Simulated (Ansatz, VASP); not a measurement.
# ZrRuS4 in two plane-wave programs

One calculation is typed for both programs; each brings its own data sets and cutoff. How far apart do they land? The cell is invented: As first built, before any earlier steps moved the atoms (in the runner's words): it takes the ZrS2 structure with some of its atoms replaced by other elements, volume scaled by an estimate. It may not be a known or stable phase. The cell is taken from a series of VASP runs on this material, whose earlier steps may have relaxed, scaled or displaced it; both programs get it as it stands.

Method: plane waves, with VASP 6.6.1 beside it; single point at PBE, in Ansatz 0.2.0.

### 1. Set-up

Symmetry: P2/m, No. 10, monoclinic system. Conventional cell: a = 5.764 Å, b = 3.547 Å, c = 6.190 Å, α = 90.00°, β = 90.95°, γ = 90.00°. Ru has 6 S at 2.40 to 2.43 Å nearest. Nearest to Zr lie 6 S at 2.53 to 2.55 Å. Nearest to S lie 2 Ru at 2.40 Å and 1 Zr at 2.53 Å. Nearest to S lie 1 Ru at 2.43 Å and 2 Zr at 2.55 Å. As first built, before any earlier steps moved the atoms (in the runner's words): sites of the ZrS2 structure (space group 164) filled with other elements, volume scaled by an estimate. Farther neighbours and most contacts between anions are not listed.

As a file:

```cif
data_structure
_symmetry_space_group_name_H-M 'P 1'
_symmetry_Int_Tables_number 1
_cell_length_a 6.1896
_cell_length_b 3.5473
_cell_length_c 5.7637
_cell_angle_alpha 90.000
_cell_angle_beta 90.947
_cell_angle_gamma 90.000
_cell_volume 126.53
loop_
_atom_site_label
_atom_site_type_symbol
_atom_site_fract_x
_atom_site_fract_y
_atom_site_fract_z
_atom_site_occupancy
Ru1 Ru 0.00000 0.50000 0.50000 1
Zr2 Zr 0.00000 0.00000 0.00000 1
S3 S 0.22845 0.00000 0.64090 1
S4 S 0.24783 0.50000 0.17724 1
S5 S 0.77155 0.00000 0.35910 1
S6 S 0.75217 0.50000 0.82276 1
```

### 2. Ansatz: single point, PBE

Ansatz runs on its default PAW (the set named soft_2) files.

A single point gives forces, pressure and levels at one fixed geometry, so differences don't come from the geometry; what else differs is listed under the comparison.

input.yaml reads:

```yaml
crystal:
  lattice:
    - [6.1894034092, 0.0, -0.0436684914]
    - [0.0, 3.5473058248, 0.0]
    - [-0.0545963866, 0.0, 5.7634361252]
  atoms:
    - { symbol: Ru, position: [0.0, 0.5, 0.5] }
    - { symbol: Zr, position: [0.0, 0.0, 0.0] }
    - { symbol: S, position: [0.2284502018, 0.0, 0.6408973712] }
    - { symbol: S, position: [0.2478291468, 0.5, 0.1772438444] }
    - { symbol: S, position: [0.7715497982, 0.0, 0.3591026288] }
    - { symbol: S, position: [0.7521708532, 0.5, 0.8227561556] }
hamiltonian:
  xc: pbe
  pseudopotentials: { kind: paw }
kpoints:
  mp_grid: { grid: [3, 6, 4] }
scf:
  occupations: { method: fermi_dirac, width: 0.05 }
  n_extra_bands: 5
output:
  forces: true
  stress: true
  eigenvalues: true
```

On the command line:

```
$ ansatz run input.yaml --threads 4 --pin off --max-ram 9216MiB --backend cpu --events-out ev --progress --plain --runs-dir out
```

Numbers of over 12 decimals in the logs are rounded to 6 here.

What it wrote:

```text
scf.n_extra_bands = 5 over 26 filled bands (N_el = 52.0): the run solves 31 bands
Engine: ansatz 0.2.0, aarch64-unknown-linux-gnu
Pseudopotentials: kind: paw
Pseudopotential: Ru, paw, valence charge 16, recommended cutoff 420 eV (normal), Ru.paw.azcp
Pseudopotential: Zr, paw, valence charge 12, recommended cutoff 420 eV (normal), Zr.paw.azcp
Pseudopotential: S, paw, valence charge 6, recommended cutoff 420 eV (normal), S.paw.azcp
Functional definition: PBE
  parameter kappa = 0.804
  parameter beta = 0.066725
  exchange = pbe_x(kappa = kappa, mu = beta*pi^2/3)
  correlation = pbe_c(beta = beta)
Crystal: 6 atoms, lattice volume = 126.532 Å³
Basis set: ecut = 420 eV, 2481 PW (Γ), exchange–correlation on 90×48×80 points (8 copies of the dense FFT grid, shifted against one another)
Bands: 31, of which v1, the nominal top of the filled ones, is band 26 counted from 1 (25 counted from 0)
Symmetry: 4 space group operations
Space group: P2/m (ITA 10), of the structure as read, at distance tolerance 5.0e-5 Å
k-points: 28 of 72
Non-local potential: Ru, projectors of the file, l = 0: 3, l = 1: 2, l = 2: 2, l = 3: 1
Non-local potential: Zr, projectors of the file, l = 0: 3, l = 1: 2, l = 2: 2, l = 3: 2
Non-local potential: S, projectors of the file, l = 0: 2, l = 1: 2, l = 2: 2
PAW form: soft (Blöchl's): semilocal exchange-correlation on the pseudo side does not see the compensation charge
PAW one-centre angular grid: Ru, 590 points (default); XC on 64 Gauss nodes
PAW one-centre angular grid: Zr, 590 points (default); XC on 64 Gauss nodes
PAW one-centre angular grid: S, 110 points (default); XC on 64 Gauss nodes
Initial density: superposition of atomic densities (neutral atoms: chi_scale 0, normalization atom), corrected by the library's trained network
Initial wavefunctions: pseudopotential atomic-orbital guess
Functional: x = pbe(κ = 0.804, μ = 0.219515), c = pbe(β = 0.066725)
SCF iter   1: F=—  HF=-13675.796734 eV  |F-HF|=—  |Δ(HF+E_count)|=         —  Δρ=8.90e-3  dr2=4.20e-2  ethr=1.77e-3  ⟨swp⟩=6.2  Hψ=3684  notcnv=0
preconditioner: auto → LDOS  [metal: Δε(μ)=0.047 eV  Ē_g=6.873 eV  σ=0.050 eV  W_gap=0.23  n_scr=34 (ndim 8)  ℏωp=19.8 eV  f_vac=0.037  D(μ)=4.14/eV (n_scr^D=38)  β→1.0]
SCF iter   2: F=—  HF=-13675.798242 eV  |F-HF|=—  |Δ(HF+E_count)|=   1.51e-3  Δρ=6.28e-3  dr2=2.56e-2  ethr=8.08e-5  ⟨swp⟩=2.0  Hψ=1957  notcnv=0
SCF iter   3: F=—  HF=-13675.791107 eV  |F-HF|=—  |Δ(HF+E_count)|=   7.14e-3  Δρ=1.32e-3  dr2=2.19e-3  ethr=4.93e-5  ⟨swp⟩=2.0  Hψ=1608  notcnv=0
SCF iter   4: F=—  HF=-13675.790967 eV  |F-HF|=—  |Δ(HF+E_count)|=   1.40e-4  Δρ=4.01e-4  dr2=3.21e-4  ethr=4.22e-6  ⟨swp⟩=1.5  Hψ=947  notcnv=0
SCF iter   5: F=—  HF=-13675.790953 eV  |F-HF|=—  |Δ(HF+E_count)|=   1.34e-5  Δρ=1.62e-4  dr2=4.13e-5  ethr=6.16e-7  ⟨swp⟩=2.0  Hψ=1195  notcnv=0
SCF iter   6: F=—  HF=-13675.791143 eV  |F-HF|=—  |Δ(HF+E_count)|=   1.89e-4  Δρ=3.92e-5  dr2=2.00e-6  ethr=7.94e-8  ⟨swp⟩=2.0  Hψ=1247  notcnv=0
SCF iter   7: F=—  HF=-13675.791143 eV  |F-HF|=—  |Δ(HF+E_count)|=   3.59e-7  Δρ=1.15e-5  dr2=2.69e-7  ethr=3.85e-9  ⟨swp⟩=2.0  Hψ=1490  notcnv=0
SCF iter   8: F=-13675.791143 eV  HF=-13675.791143 eV  |F-HF|=6.95e-9  |Δ(HF+E_count)|=  7.28e-11  Δρ=3.18e-6  dr2=1.59e-8  ethr=1.92e-10  ⟨swp⟩=4.7  Hψ=3253  notcnv=0
SCF 1 converged in 8 iterations: F = -13675.791143 eV  dr2 = 1.59e-8
  greatest PAW one-centre occupation: 0.998 electrons in one spin orbital (limit 2), on the Ru atom at site 0 (counted from 0), in its partial waves of l = 0
SCF converged after 8 iterations
Free energy (F): -13675.791143 eV
Harris-Foulkes:  -13675.791143 eV  (|F-HF|=6.95e-9)
Internal energy: -13675.749775 eV  (E = F + TS)
E sigma→0 (E₀):  -13675.770459 eV
Entropy (-TS):   -0.041368 eV (-6.895 meV/atom)
Fermi energy:    7.922577 eV
--- Per-component energies (eV) ---
  E_band       = -424.311127
  E_kinetic    = 1271.929465
  E_local      = -4601.577513  (includes V_loc(G=0)·N_el)
  E_nonlocal   = 536.351594
  E_hartree    = 1734.318719
  E_xc         = -739.737052
  E_vxc        = -778.583318  (∫ρ·V_xc dr)
  E_paw        = -8815.398759  (= ΣΔE_a)
  E_vpaw       = -321.067028  (= ΣTr[D̂ρ^β])
  E_aug_tail   = -0.000146  (compensation charges beyond the density's cutoff)
  E_ewald      = -3061.636083
  E_smearing   = -0.041368  (= −TS)
  E_closure    = -0.000000  (closes the sum)
  Σ components = -13675.791143   (vs F -13675.791143, Δ=0.00e0)
--- Forces (eV/Å), atoms counted from 1 ---
  atom   1  Ru     0.00000000     0.00000000    -0.00000000
  atom   2  Zr     0.00000000     0.00000000     0.00000000
  atom   3  S      0.00887439    -0.00000000     0.01672219
  atom   4  S      0.00218522    -0.00000000    -0.01992456
  atom   5  S     -0.00887439     0.00000000    -0.01672219
  atom   6  S     -0.00218522     0.00000000     0.01992456
  max |Σ_I F_I| component: 4.34e-19 eV/Å
--- Stress (GPa, compression-positive) ---
        0.164767       0.000000      -0.005778
        0.000000       0.225731      -0.000000
       -0.005776      -0.000000       0.231283
  P = ⅓ Tr σ = 0.2073 GPa (2.073 kbar)
--- Band table (eV; the first three rows and the last of 28) ---
  k-point 0: bands = [... 22 lower, 7.0493, 7.2654, 7.4728, 7.6845, 8.0320, 9.1185, 10.0408, 10.5656, ... 1 higher]
  k-point 1: bands = [... 22 lower, 6.6355, 6.9676, 7.4664, 7.9555, 8.0164, 9.0826, 10.2563, 10.4831, ... 1 higher]
  k-point 2: bands = [... 22 lower, 6.9420, 7.1033, 7.1345, 8.0601, 8.0785, 9.0366, 10.4796, 10.6522, ... 1 higher]
  k-point 27: bands = [... 22 lower, 5.9867, 6.0781, 7.2763, 7.5102, 7.7972, 9.9595, 10.1929, 10.8607, ... 1 higher]
```

The job ended after 1.6 s (4 threads of Arm Neoverse V2, shared host; peak memory 0.48 GiB; 5.7 s of CPU time).

The column dr2 measures how far the density is from self-consistency, as an energy; F and HF (Harris–Foulkes) agree once it is small.

The run ends at a pressure of 0.21 GPa, with forces up to 0.020 eV/Å.

### 3. VASP: single point, PBE

The same cell, functional, mesh and smearing now go to VASP, with its own data sets and cutoff.

Lines of VASP's logs that name or quote its potential files are left out, and so is its time.

INCAR reads:

```
SYSTEM = ZrRuS4
PREC = Accurate
ENCUT = 400
EDIFF = 1E-06
NELM = 100
ISMEAR = -1
SIGMA = 0.05
LREAL = .FALSE.
ALGO = Normal
GGA = PE
NBANDS = 31
LORBIT = 11
LWAVE = .FALSE.
LCHARG = .FALSE.
KPAR = 2
ISIF = 2
```

POSCAR reads:

```
ZrRuS4
1.0
    6.1894034092      0.0000000000     -0.0436684914
    0.0000000000      3.5473058248      0.0000000000
   -0.0545963866      0.0000000000      5.7634361252
Ru Zr S
1 1 4
Direct
    0.0000000000      0.5000000000      0.5000000000
    0.0000000000      0.0000000000      0.0000000000
    0.2284502018      0.0000000000      0.6408973712
    0.2478291468      0.5000000000      0.1772438444
    0.7715497982      0.0000000000      0.3591026288
    0.7521708532      0.5000000000      0.8227561556
```

KPOINTS reads:

```
Automatic mesh
0
Gamma
3 6 4
0 0 0
```

Potentials, in the order of the species: Ru_pv, Zr_sv and S (PBE family, release 64).

On the command line:

```
$ mpirun -np 2 vasp_std
```

What it wrote:

```text
[banner, memory and clock lines left out]
running    2 mpi-ranks, on    1 nodes
 distrk:  each k-point on    1 cores,    2 groups
 distr:  one band on    1 cores,    1 groups

 POSCAR found type information on POSCAR RuZrS
 POSCAR found :  3 types and       6 ions
 LDA part: xc-table for (Slater+PW92), standard interpolation
 POSCAR, INCAR and KPOINTS ok, starting setup
 FFT: planning ... GRIDC
 FFT: planning ... GRID_SOFT
 FFT: planning ... GRID
 WAVECAR not read
 entering main loop
       N       E                     dE             d eps       ncg     rms          rms(c)
DAV:   1     0.344303646470E+03    0.34430E+03   -0.23031E+04  1960   0.123E+03
DAV:   2    -0.190261326489E+02   -0.36333E+03   -0.35248E+03  2167   0.325E+02
DAV:   3    -0.414939379051E+02   -0.22468E+02   -0.21881E+02  2584   0.730E+01
DAV:   4    -0.423185775540E+02   -0.82464E+00   -0.82301E+00  2511   0.125E+01
DAV:   5    -0.423353742965E+02   -0.16797E-01   -0.16795E-01  2434   0.169E+00    0.254E+01
DAV:   6    -0.423123701789E+02    0.23004E-01   -0.23193E+01  1799   0.337E+01    0.183E+01
DAV:   7    -0.393731964906E+02    0.29392E+01   -0.10614E+01  1820   0.304E+01    0.946E+00
DAV:   8    -0.392258026448E+02    0.14739E+00   -0.15011E+00  1857   0.719E+00    0.294E+00
DAV:   9    -0.392271271379E+02   -0.13245E-02   -0.14079E-01  2351   0.184E+00    0.113E+00
DAV:  10    -0.392275294676E+02   -0.40233E-03   -0.11853E-02  2256   0.649E-01    0.497E-01
DAV:  11    -0.392276595397E+02   -0.13007E-03   -0.34556E-03  2037   0.371E-01    0.108E-01
DAV:  12    -0.392276640443E+02   -0.45045E-05   -0.34551E-04  1995   0.128E-01    0.643E-02
DAV:  13    -0.392276862873E+02   -0.22243E-04   -0.56658E-05  2004   0.487E-02    0.225E-02
DAV:  14    -0.392277025819E+02   -0.16295E-04   -0.18064E-05  1836   0.286E-02    0.129E-02
DAV:  15    -0.392277043358E+02   -0.17539E-05   -0.40920E-06  1680   0.132E-02    0.329E-03
DAV:  16    -0.392277047549E+02   -0.41910E-06   -0.76869E-07   952   0.603E-03
   1 F= -.39227705E+02 E0= -.39206806E+02  d E =-.417968E-01
```

From OUTCAR (step 3):

```text
ion  position               nearest neighbor table
   1  0.000  0.500  0.500-   3 2.40   5 2.40   3 2.40   5 2.40   4 2.43   6 2.43   2 3.38   2 3.38
                             2 3.38   2 3.38
   2  0.000  0.000  0.000-   3 2.53   5 2.53   4 2.55   6 2.55   4 2.55   6 2.55   1 3.38   1 3.38
                             1 3.38   1 3.38
   3  0.228  0.000  0.641-   1 2.40   1 2.40   2 2.53
   4  0.248  0.500  0.177-   1 2.43   2 2.55   2 2.55
   5  0.772  0.000  0.359-   1 2.40   1 2.40   2 2.53
   6  0.752  0.500  0.823-   1 2.43   2 2.55   2 2.55

  LATTYP: Found a simple monoclinic cell.
 ALAT       =     5.7636947121
 B/A-ratio  =     0.6154569251
 C/A-ratio  =     1.0738871097
 COS(beta)  =    -0.0165270990

 Subroutine GETGRP returns: Found  4 space group operations
 (whereof  4 operations were pure point group operations)

The static configuration has the point symmetry C_2h.

 Found     28 irreducible k-points:

   k-points           NKPTS =     28   k-points in BZ     NKDIM =     28   number of bands    NBANDS=     31

   dimension x,y,z NGX =    40 NGY =   24 NGZ =   40
   dimension x,y,z NGXF=    80 NGYF=   48 NGZF=   80

   ENCUT  =  400.0 eV  29.40 Ry    5.42 a.u.  10.09  5.78  9.40*2*pi/ulx,y,z

   NELECT =      50.0000    total number of electrons

 k-points in reciprocal lattice and weights: Automatic mesh
   0.00000000  0.00000000  0.00000000       0.014
   0.33333333  0.00000000 -0.00000000       0.028
   0.00000000  0.16666667  0.00000000       0.028
   0.33333333  0.16666667 -0.00000000       0.056
   0.00000000  0.33333333  0.00000000       0.028
   0.33333333  0.33333333 -0.00000000       0.056
   0.00000000  0.50000000  0.00000000       0.014
   0.33333333  0.50000000 -0.00000000       0.028
  -0.00000000  0.00000000  0.25000000       0.028
[...]
-0.00000000  0.50000000  0.50000000       0.014
   0.33333333  0.50000000  0.50000000       0.028

 average (electrostatic) potential at core
       1 -74.7126       2 -78.7221       3 -86.3041       4 -86.0446       5 -86.3041
       6 -86.0446

 E-fermi :   5.0809

 k-point     1 :       0.0000    0.0000    0.0000
  band No.  band energies     occupation
    ...
     21       3.9953      2.00000
     22       4.2092      2.00000
     23       4.4201      2.00000
     24       4.6294      1.99976
     25       4.8422      1.98325
     26       5.1868      0.21466
     27       6.2772      0.00000
     28       7.1980      0.00000
     29       7.7196      0.00000
     30       8.3890      0.00000
    ...

 k-point     2 :       0.3333    0.0000   -0.0000
  band No.  band energies     occupation
    ...
     22       4.0093      2.00000
     23       4.1924      2.00000
     24       4.7940      1.99358
     25       4.9353      1.89678
     26       5.1195      0.63178
     27       6.3720      0.00000
     28       7.1896      0.00000
     29       7.8211      0.00000
     30       8.5897      0.00000
     31       8.8249      0.00000

 k-point     3 :       0.0000    0.1667    0.0000
  band No.  band energies     occupation
    ...
     21       3.5231      2.00000
     22       3.8071      2.00000
     23       4.5378      1.99996
     24       4.5559      1.99994
     25       4.8654      1.97351
     26       5.3354      0.01224
     27       6.9972      0.00000
     28       7.0605      0.00000
     29       7.5475      0.00000
     30       8.0525      0.00000
    ...

  Total       -0.0450437     -0.0350312     -0.0156695      0.0000000      0.0000000      0.0077153
  in kB       -0.5703544     -0.4435732     -0.1984106      0.0000000      0.0000000      0.0976928
  external PRESSURE =      -0.4041127 kB  Pullay stress =       0.0000000 kB

  energy-cutoff  :      400.00
  volume of cell :      126.53
      direct lattice vectors                 reciprocal lattice vectors
     6.189403409  0.000000000 -0.043668491     0.161577259  0.000000000  0.001530603
     0.000000000  3.547305825  0.000000000     0.000000000  0.281904084  0.000000000
    -0.054596387  0.000000000  5.763436125     0.001224241  0.000000000  0.173519202

 POSITION                                       TOTAL-FORCE (eV/Angst)
 -----------------------------------------------------------------------------------
     -0.02730      1.77365      2.88172        -0.000000     -0.000000      0.000000
      0.00000      0.00000      0.00000        -0.000000     -0.000000      0.000000
      1.37898      0.00000      3.68379         0.000017     -0.000000      0.006642
      1.52424      1.77365      1.01071        -0.000771     -0.000000     -0.007285
      4.75583      0.00000      2.03597        -0.000017      0.000000     -0.006642
      4.61057      1.77365      4.70906         0.000771      0.000000      0.007285
 -----------------------------------------------------------------------------------
    total drift:                                0.000000      0.000000      0.000000

  FREE ENERGIE OF THE ION-ELECTRON SYSTEM (eV)
  ---------------------------------------------------
  free  energy   TOTEN  =       -39.2277047549 eV

  energy  without entropy=      -39.1859079524  energy(sigma->0) =      -39.20680635

 total charge
# of ion       s       p       d       tot
------------------------------------------
    1        0.319   6.281   5.930  12.530
    2        2.186   6.021   1.532   9.739
    3        1.363   2.305   0.000   3.668
    4        1.359   2.343   0.000   3.702
    5        1.363   2.305   0.000   3.668
    6        1.359   2.343   0.000   3.702
--------------------------------------------------
tot          7.949  21.599   7.462  37.010

[... 3 further parts left out ...]
```

This run has no spin polarisation, so a moment on Ru, if there is one, isn't seen.

### 4. Differences

Known differences besides the potentials themselves: the data sets hold 52 valence electrons in Ansatz (default PAW (the set named soft_2) files) and 50 in VASP; the cutoff is 420 eV in Ansatz and 400 eV in VASP; VASP leaves aspherical gradient terms in its spheres out (LASPH is not set), Ansatz keeps them. Total energies have different zeros and are not compared.

The two programs side by side:

```
      quantity  Ansatz   VASP  difference
pressure (GPa)    0.21  -0.04       +0.25
```

At this near-relaxed geometry the largest component of a force difference is 13 meV/Å.

### 5. Results

| Item | Value |
| --- | --- |
| difference in pressure (single point, PBE) | 0.25 GPa |
| r.m.s. force difference (single point, PBE) | 6.2 meV/Å |

In words: The r.m.s. force difference is 6.2 meV/Å (single point, PBE), within the 12 meV/Å picked in this series as the mark of a large difference. How closely two codes agree says nothing of how well the functional describes the real material.

[Lines on the potential files, build, host, timing and source positions are cut from VASP's logs without a mark.]

[Logs are printed without paths, hosts, clocks, repeated set-up lines and the standing remarks that a program may print on its own settings, such as how far it seeks lower states.]

[Hosts, paths, dates, database ids (printed as entryN), source tags and the programs' standing remarks are cut or masked in the printed files.]
